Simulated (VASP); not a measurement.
# MnTeS: structure and properties in VASP, part 9 of 9

Wanted: the relaxed cell of MnTeS and its properties. The cell is invented: it takes the structure of a Materials Project entry for TiTeS (space group 156 there), with some of its atoms replaced by other elements, volume scaled by an estimate. It may not be a known or stable phase.

VASP 6.6.1, plane waves and PAW; the level of theory is named at each step.

Still holding for the runs below: The cell holds one magnetic atom, so no antiferromagnetic order fits into it.

So far. Step 16 (Fit for PBEsol + U): The fitted volume lies +0.53 % from the relaxed one. At a finite cutoff and mesh the minimum of the energy and the zero of the stress don't quite coincide, and the relaxation stops at a threshold. The atoms bear forces along the scan, since they were held; freeing them would lower the modulus. The relaxed cell has a = 3.731, c = 5.407 Å (conventional setting).

### 18. Total energy, forces and stress (PBEsol + U), changed input

Level of this step: PBEsol, DFT+U (Mn d 5.3 eV), spin-polarised from a ferromagnetic start; plane waves and PAW (Te, Mn_pv, S); invented cell (VASP).

This run is made with a changed input; what comes of it follows.

INCAR reads:

```
SYSTEM = MnTeS
PREC = Accurate
ENCUT = 400
EDIFF = 1E-06
NELM = 3
ISMEAR = 0
SIGMA = 0.05
LREAL = .FALSE.
ALGO = Normal
GGA = PS
NBANDS = 20
ISPIN = 2
MAGMOM = -0.415 4.291 -0.202
LDAU = .TRUE.
LDAUTYPE = 2
LDAUL = -1 2 -1
LDAUU = 0 5.3 0
LDAUJ = 0 0 0
LDAUPRINT = 1
LASPH = .TRUE.
LMAXMIX = 4
LORBIT = 11
LWAVE = .FALSE.
LCHARG = .FALSE.
ISIF = 2
```

POSCAR reads:

```
MnTeS
1.0
    3.7305807492      0.0000000167      0.0000000000
   -1.8652898446      3.2307772556      0.0000000000
    0.0000000000      0.0000000000      5.4074965999
Te Mn S
1 1 1
Direct
    0.0000000000      0.0000000000      0.7020784953
    0.3333333300      0.6666666700      0.0408115017
    0.6666666700      0.3333333300      0.2571090030
```

KPOINTS reads:

```
Automatic mesh
0
Gamma
6 6 4
0 0 0
```

PAW data sets: Te, Mn_pv and S (PBE family, release 64).

Launch:

```
> mpirun -np 1 vasp_std
```

The log of the run:

```text
[... set-up lines as in an earlier step ...]
 entering main loop
       N       E                     dE             d eps       ncg     rms          rms(c)
[... 3 cycles as in an earlier step ...]
 -----------------------------------------------------------------------------
|                                                                             |
|           W    W    AA    RRRRR   N    N  II  N    N   GGGG   !!!           |
|           W    W   A  A   R    R  NN   N  II  NN   N  G    G  !!!           |
|           W    W  A    A  R    R  N N  N  II  N N  N  G       !!!           |
|           W WW W  AAAAAA  RRRRR   N  N N  II  N  N N  G  GGG   !            |
|           WW  WW  A    A  R   R   N   NN  II  N   NN  G    G                |
|           W    W  A    A  R    R  N    N  II  N    N   GGGG   !!!           |
|                                                                             |
|     The electronic self-consistency was not achieved in the given           |
|     number of steps (NELM). The forces and other quantities evaluated       |
|     might not be reliable so examine the results carefully. If you find     |
|     spurious results, we suggest increasing NELM, if you were close to      |
|     convergence or switching to a different ALGO or adjusting the           |
|     density mixing parameters otherwise.                                    |
|                                                                             |
 -----------------------------------------------------------------------------

   1 F= -.15866583E+02 E0= -.15865779E+02  d E =-.160690E-02  mag=     3.1719
```

Run time: 8 s. Hardware: 1 MPI rank of Intel Xeon 6975P-C (Granite Rapids), shared host; peak memory 0.18 GiB.

OUTCAR, selected parts (step 18):

```text
atom =   2  type =  2  l = 2

 onsite density matrix

spin component  1

  0.7002  0.0000  0.0000  0.0000  0.0000
  0.0000  0.7002  0.0000  0.0000  0.0000
  0.0000  0.0000  0.7002  0.0000  0.0000
  0.0000  0.0000  0.0000  0.7002  0.0000
  0.0000  0.0000  0.0000  0.0000  0.7002

spin component  2

  0.3527  0.0000  0.0000  0.0000  0.0000
  0.0000  0.3527  0.0000  0.0000  0.0000
  0.0000  0.0000  0.3527  0.0000  0.0000
  0.0000  0.0000  0.0000  0.3527  0.0000
  0.0000  0.0000  0.0000  0.0000  0.3527

 occupancies and eigenvectors

  o =  0.3527  v =  0.0000  0.0000  0.0000  0.0000  0.0000  1.0000  0.0000  0.0000  0.0000  0.0000      0.0000  0.0000  0.0000  0.0000  0.0000  0.0000  0.0000  0.0000  0.0000  0.0000
  o =  0.3527  v =  0.0000  0.0000  0.0000  0.0000  0.0000  0.0000  1.0000  0.0000  0.0000  0.0000      0.0000  0.0000  0.0000  0.0000  0.0000  0.0000  0.0000  0.0000  0.0000  0.0000
  o =  0.3527  v =  0.0000  0.0000  0.0000  0.0000  0.0000  0.0000  0.0000  1.0000  0.0000  0.0000      0.0000  0.0000  0.0000  0.0000  0.0000  0.0000  0.0000  0.0000  0.0000  0.0000
  o =  0.3527  v =  0.0000  0.0000  0.0000  0.0000  0.0000  0.0000  0.0000  0.0000  1.0000  0.0000      0.0000  0.0000  0.0000  0.0000  0.0000  0.0000  0.0000  0.0000  0.0000  0.0000
  o =  0.3527  v =  0.0000  0.0000  0.0000  0.0000  0.0000  0.0000  0.0000  0.0000  0.0000  1.0000      0.0000  0.0000  0.0000  0.0000  0.0000  0.0000  0.0000  0.0000  0.0000  0.0000
  o =  0.7002  v =  1.0000  0.0000  0.0000  0.0000  0.0000  0.0000  0.0000  0.0000  0.0000  0.0000      0.0000  0.0000  0.0000  0.0000  0.0000  0.0000  0.0000  0.0000  0.0000  0.0000
  o =  0.7002  v =  0.0000  1.0000  0.0000  0.0000  0.0000  0.0000  0.0000  0.0000  0.0000  0.0000      0.0000  0.0000  0.0000  0.0000  0.0000  0.0000  0.0000  0.0000  0.0000  0.0000
  o =  0.7002  v =  0.0000  0.0000  1.0000  0.0000  0.0000  0.0000  0.0000  0.0000  0.0000  0.0000      0.0000  0.0000  0.0000  0.0000  0.0000  0.0000  0.0000  0.0000  0.0000  0.0000
  o =  0.7002  v =  0.0000  0.0000  0.0000  1.0000  0.0000  0.0000  0.0000  0.0000  0.0000  0.0000      0.0000  0.0000  0.0000  0.0000  0.0000  0.0000  0.0000  0.0000  0.0000  0.0000
  o =  0.7002  v =  0.0000  0.0000  0.0000  0.0000  1.0000  0.0000  0.0000  0.0000  0.0000  0.0000      0.0000  0.0000  0.0000  0.0000  0.0000  0.0000  0.0000  0.0000  0.0000  0.0000

 spin component 1
 k-point     1 :       0.0000    0.0000    0.0000
  band No.  band energies     occupation
    ...
      9       5.0205      1.00000
     10       5.0213      1.00000
     11       5.3552      1.00000
     12       6.4791      1.00000
     13       6.4911      1.00000
     14       7.2551      0.00000
     15       7.9279      0.00000
     16       7.9454      0.00000
     17       9.8299      0.00000
     18      12.3701      0.00000
    ...

 k-point     2 :       0.1667   -0.0000    0.0000
  band No.  band energies     occupation
    ...
     10       4.8722      1.00000
     11       5.1356      1.00000
     12       5.6145      1.00000
     13       6.1514      1.00000
     14       6.4034      1.00000
     15       7.9598      0.00000
     16       8.0687      0.00000
     17      10.9030      0.00000
     18      12.6064      0.00000
     19      13.7837      0.00000
    ...

  Total      -61.7838956    -61.7838790    -65.2354088     -0.0000104      0.0000000     -0.0000000
  in kB    -1518.8194597  -1518.8190500  -1603.6672225     -0.0002560      0.0000000     -0.0000000
  external PRESSURE =   -1547.1019107 kB  Pullay stress =       0.0000000 kB

 POSITION                                       TOTAL-FORCE (eV/Angst)
 -----------------------------------------------------------------------------------
      0.00000      0.00000      3.79649        -0.000000     -0.000000      1.232468
      0.00000      2.15385      0.22069        -0.000000      0.000000     -0.697153
      1.86529      1.07693      1.39032         0.000000     -0.000000     -0.535316
 -----------------------------------------------------------------------------------
    total drift:                               -0.000004      0.000003      0.026243

  FREE ENERGIE OF THE ION-ELECTRON SYSTEM (eV)
  ---------------------------------------------------
  free  energy   TOTEN  =       -15.8665827797 eV

  energy  without entropy=      -15.8649758793  energy(sigma->0) =      -15.86577933

 magnetization (x)
# of ion       s       p       d       tot
------------------------------------------
    1       -0.005  -0.318   0.005  -0.318
    2        0.032   0.023   3.427   3.482
    3       -0.005  -0.138   0.000  -0.143
--------------------------------------------------
tot          0.023  -0.433   3.432   3.022

[... 8 parts as in an earlier step ...]

[... 16 further parts left out ...]
[key lines of the parts left out:]
E-fermi :   6.7764
```

The electronic loop ended without reaching EDIFF, so its numbers are not used.

The fault in the input: too few electronic steps (NELM = "3"). Raise NELM, or leave it at its default of 60.

### 19. What came out

| Item | Value |
| --- | --- |
| relaxed volume | 21.72 Å³/atom |
| relaxed conventional cell a, b, c | 3.731, 3.731, 5.407 Å; angles 90.0, 90.0, 120.0° |
| space group after relaxing, within 0.02 Å | P3m1 (No. 156) |
| moment of the cell (6×6×4 mesh) | 3.52 μB |
| largest site moment (6×6×4 mesh) | 4.29 μB on Mn2 |
| band gap | none, a metal |
| DOS at the Fermi level | 1.49 states/eV/cell |
| bulk modulus from the fit | 61.1 GPa |
| volume from the fit | 21.8 Å³/atom |
| highest zone-centre mode | 252 cm⁻¹ |

What this shows: With PBEsol + U, MnTeS relaxes to 21.72 Å³/atom in space group P3m1, comes out as a metal, keeps moments of up to 4.29 μB (6×6×4 mesh) and has a bulk modulus of 61.1 GPa at fixed shape and positions, an upper bound. Bands along the symmetry lines (PBEsol + U), spin up: Of the bands kept, 3 cross the Fermi level on this path. Bands along the symmetry lines (PBEsol + U), spin down: Of the bands kept, 3 cross the Fermi level on this path. Zone-centre phonons (PBEsol + U): The highest mode in this list at Γ, 252.5 cm⁻¹, has its largest share on S (50 % of the kinetic energy). Spin-orbit coupling is left out, and with elements this heavy it would split and shift bands near the Fermi level. The k-sampling is coarse for a metal, so the Fermi level, moments, pressures and the shape of the cell carry errors. Only the typed magnetic starts were tried, so the magnetic ground state may differ and with it the other results. Modes at Γ alone can't show that the crystal is stable at other wave vectors. The bonds form layers, and without a dispersion term the spacing between them, and what depends on it, is unreliable. No search among competing phases was made. All values are for a static lattice at zero temperature.

[Lines on the potential files, build, host, timing and source positions are cut from VASP's logs without a mark.]

[Logs are printed without paths, hosts, clocks, repeated set-up lines and the standing remarks that a program may print on its own settings, such as how far it seeks lower states.]

[Hosts, paths, dates, database ids (printed as entryN), source tags and the programs' standing remarks are cut or masked in the printed files.]

[A measured line is paired with the nearest computed mode of its activity, which favours agreement.]
